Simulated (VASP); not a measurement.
Wanted: the native input for a VASP 6.6.1 run.

```yaml
Task: single point
Functional: PBE
Dispersion: D3(BJ)
Potentials_or_basis: VASP PAW PBE potentials, release 64 (Be, N)
Cutoff: 520 eV
k_mesh: 4 × 4 × 1
Occupations: gaussian, width 0.15 eV
Spin: no spin polarisation
Dipole_correction: no
Further_INCAR_settings: LREAL = Auto; ALGO = Fast; EDIFF = 1e-06; NBANDS = 52
```

The structure of Be27N2 lies in POSCAR:

```
Be27N2
1.0
    6.8700000000      0.0000000000      0.0000000000
    3.4350000000      5.9495950000      0.0000000000
    0.0000000000      0.0000000000     14.5884300000
Be N
27 2
Direct
    0.0000000000      0.0000000000      0.0685474722
    0.3333333333      0.0000000000      0.0685474722
    0.6666666667      0.0000000000      0.0685474722
    0.0000000280      0.3333332773      0.0685474722
    0.3333333613      0.3333332773      0.0685474722
    0.6666666947      0.3333332773      0.0685474722
   -0.0000000280      0.6666667227      0.0685474722
    0.3333333053      0.6666667227      0.0685474722
    0.6666666387      0.6666667227      0.0685474722
   -0.1112051358      0.2224798495      0.1934003865
    0.2220997262      0.2221399944      0.1933464396
    0.5557962355      0.2219813281      0.1934273942
   -0.1108869141      0.5554687336      0.1933051740
    0.2221501484      0.5558606930      0.1935061552
    0.5552720908      0.5555679000      0.1934090235
   -0.1113593590      0.8887583104      0.1933703627
    0.2225855331      0.8885520779      0.1933462340
    0.5555365582      0.8891408575      0.1934520027
    0.0000507269     -0.0001640448      0.3179893930
    0.3333125773     -0.0000236991      0.3182319825
    0.6667188030     -0.0000090762      0.3184237097
    0.0000096235      0.3334855566      0.3178860234
    0.3333317551      0.3332410021      0.3183566703
    0.6666130978      0.3333554637      0.3182722884
   -0.0001154056      0.6666931110      0.3183559163
    0.3333387351      0.6667595021      0.3184117825
    0.6667345451      0.6665993231      0.3182546717
    0.8947970389      0.2406795757      0.5668827968
    1.0602434698      0.2295334388      0.5714577922
```

The cell was built by a generator and needn't be a form met in nature.

These files were run (other wordings do the same):

INCAR

```
SYSTEM = Be27N2
ALGO = Fast
EDIFF = 1E-6
ENCUT = 520
GGA = PE
ISIF = 2
ISMEAR = 0
IVDW = 12
LASPH = .TRUE.
LCHARG = .FALSE.
LREAL = Auto
LWAVE = .FALSE.
NBANDS = 52
NELM = 100
PREC = Accurate
SIGMA = 0.15
```

KPOINTS

```
k-points
0
G
  4 4 1
  0 0 0
```

Potentials or basis: VASP PAW PBE potentials, release 64 (Be, N).

Launch:

```console
$ cat potpaw_PBE.64/Be/POTCAR potpaw_PBE.64/N/POTCAR > POTCAR
$ mpirun -np 1 vasp_std > vasp.out
```

It gave:

* Largest force: 1.735 eV/Å
* Band gap on the k mesh: none (metal or under the smearing width)
* Dispersion energy per atom: -0.209 eV

Caveat: the standard files for N, O and F lose accuracy on very short bonds.

Wall time 21 min on 1 thread of Intel(R) Xeon(R) Platinum 8375C CPU @ 2.90GHz (Ice Lake) (shared host), peak memory 0.71 GiB.
